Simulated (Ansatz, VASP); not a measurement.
# K2Ge in VASP and in Ansatz

INCAR

```
PREC     = Accurate       # precision mode
ENCUT    = 520            # plane-wave cutoff, eV
EDIFF    = 1E-6           # SCF threshold, eV
ISMEAR   = 0              # smearing method
SIGMA    = 0.1            # smearing width, eV
LREAL    = False          # projectors in reciprocal space
LASPH    = True           # aspherical terms in the spheres
NELM     = 100            # most SCF steps
ALGO     = Fast           # electronic algorithm
ISIF     = 2              # what is computed and relaxed
LWAVE    = False          # write WAVECAR
LCHARG   = False          # write CHGCAR
GGA      = PE             # functional
NBANDS   = 23             # bands
```

File KPOINTS:

```
regular mesh
0
Gamma
  4 4 4
```

The input POSCAR:

```
K2Ge
1.0
    4.4367343600      0.0000000000      0.0000000000
    0.0000000000      4.4367343600      0.0000000000
    0.0000000000      0.0000000000      5.5908928200
K Ge
2 1
Direct
    0.0000000000      0.5000000000      0.5000000000
    0.5000000000      0.0000000000      0.5000000000
    0.5000000000      0.5000000000      0.0000000000
```

Input for Ansatz:

```yaml
crystal:
  lattice:
    - [4.43673436, 0.0, 0.0]
    - [0.0, 4.43673436, 0.0]
    - [0.0, 0.0, 5.59089282]
  atoms:
    - { symbol: K, position: [0.0, 0.5, 0.5] }
    - { symbol: K, position: [0.5, 0.0, 0.5] }
    - { symbol: Ge, position: [0.5, 0.5, 0.0] }
basis:
  ecutwfc: 420
kpoints:
  mp_grid: { grid: [4, 4, 4] }
hamiltonian:
  xc: pbe
scf:
  occupations: { method: gaussian, width: 0.1 }
  lower_state_search: "off"
output:
  forces: true
  stress: true
  eigenvalues: true
```

Alike in both runs: task single point; functional PBE; k mesh 4 × 4 × 4; occupations gaussian, width 0.1 eV; no spin polarisation.

```csv
,VASP,Ansatz
version,VASP 6.6.1,Ansatz 0.2.0
potentials or method,"VASP PAW PBE potentials, release 64 (K_sv, Ge_d)","scalar-relativistic, plane waves, PAW"
plane-wave cutoff (eV),520,420
valence electrons in the cell,32,32
```

```csv
,VASP,Ansatz,Ansatz less VASP
gap on the k mesh at the Fermi level (eV),none,none,-
pressure (GPa),1.7,1.7,-0.02
largest component of the traceless stress (GPa),5.13,5.12,-0.012
```

A gap of «none» marks a metal or a gap that the smearing closes.
